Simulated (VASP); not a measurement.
Here is the system:

```
CSi
1.0
    1.53981    -2.66704     0.00000
    1.53981     2.66704     0.00000
    0.00000     0.00000    10.08163
Si C
4 4
Direct
  0.00000   0.00000   0.00030
  0.00000   0.00000   0.50030
  0.66667   0.33333   0.75024
  0.33333   0.66667   0.25024
  0.00000   0.00000   0.81284
  0.00000   0.00000   0.31284
  0.66667   0.33333   0.56224
  0.33333   0.66667   0.06224
```

The numbers are results of PBEsol GGA, VASP's PBE PAW potentials (set 64) (plane waves; VASP), not measurements. Run with 520 eV cut-off, 8×8×3 Γ-centred mesh, Gaussian smearing of 0.010 eV, potentials Si C.

Question: Give the electronic dielectric tensor ε∞ (DFPT, local fields included).

Answer: 
```
7.22  0.00  0.00
0.00  7.22  0.00
0.00  0.00  7.42
```

Question: Give the Born effective charges.

Answer: 
```tsv
atom	Z*xx	Z*yy	Z*zz	mean
Si1	2.69	2.69	2.92	2.77
Si2	2.69	2.69	2.92	2.77
Si3	2.68	2.68	2.64	2.67
Si4	2.68	2.68	2.64	2.67
C5	-2.66	-2.66	-2.81	-2.71
C6	-2.66	-2.66	-2.81	-2.71
C7	-2.71	-2.71	-2.74	-2.72
C8	-2.71	-2.71	-2.74	-2.72
```

The compound is SiC in the 4h structure. It was relaxed first.
